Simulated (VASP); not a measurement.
```
AuCu3
1.0
    3.67826     0.00000     0.00000
    0.00000     3.67826     0.00000
    0.00000     0.00000     3.67826
Cu Au
3 1
Direct
  0.00000   0.50000   0.50000
  0.50000   0.00000   0.50000
  0.50000   0.50000   0.00000
  0.00000   0.00000   0.00000
```

Method: LDA (Ceperley-Alder, Perdew-Zunger), VASP's LDA PAW potentials (set 64) (plane waves; VASP). Settings: 520 eV cut-off, Gaussian smearing of 0.050 eV, potentials Cu Au.

### Question
Give the energies of bands 11 to 24 at the high-symmetry points, in eV from the Fermi level.

### Answer

| band | Γ | X | M | R |
|---|---|---|---|---|
| 11 | -2.46 | -3.67 | -3.63 | -3.19 |
| 12 | -2.46 | -2.86 | -3.46 | -3.19 |
| 13 | -1.83 | -2.71 | -3.46 | -1.81 |
| 14 | -1.76 | -2.71 | -2.69 | -1.81 |
| 15 | -1.76 | -2.56 | -2.69 | -1.81 |
| 16 | -1.68 | -2.56 | -2.69 | -1.77 |
| 17 | -1.68 | -2.50 | -2.51 | -1.77 |
| 18 | -1.68 | -2.45 | -2.51 | -1.72 |
| 19 | -1.48 | -2.15 | -2.47 | -1.72 |
| 20 | -1.48 | -2.11 | -2.35 | -1.72 |
| 21 | -1.48 | -1.67 | -0.59 | -1.32 |
| 22 | 1.12 | -1.49 | -0.59 | -1.28 |
| 23 | 1.12 | 5.91 | -0.44 | -1.28 |
| 24 | 1.12 | 5.91 | 0.37 | -1.28 |

It has no gap at this level: it comes out as a metal or semimetal.

The compound is Cu3Au in the L1_2 structure. It was relaxed first, which changed the volume by -6 %.
